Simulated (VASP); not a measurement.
Energy against volume of La (dhcp). Method: vdW-DF-cx, VASP's PBE PAW potentials (set 64) (plane waves; VASP). Numerical set-up: 520 eV cut-off, 10×10×3 Γ-centred mesh, first-order Methfessel-Paxton smearing of 0.10 eV, potentials La.

Shape and ions are relaxed at each volume.

```json
[
 {"V (Å³/atom)": "33.175", "E (eV/atom)": "-2.87302"},
 {"V (Å³/atom)": "34.201", "E (eV/atom)": "-2.87737"},
 {"V (Å³/atom)": "35.227", "E (eV/atom)": "-2.87633"},
 {"V (Å³/atom)": "36.253", "E (eV/atom)": "-2.87056"}
]
```

Fit these four points and predict the energy of the run at 32.149 Å³/atom.

A cubic in V^(−2/3), the third-order Birch-Murnaghan form, passes through the four points with V0 = 34.50 Å³/atom and B0 = 27 GPa, and gives -2.8625 eV/atom there. The run gave -2.8629 eV/atom, -0.3 meV/atom from the fit; all five points give B0 = 27 GPa.

The compound is La in the dhcp structure. It was relaxed first, which changed the volume by -8 %.
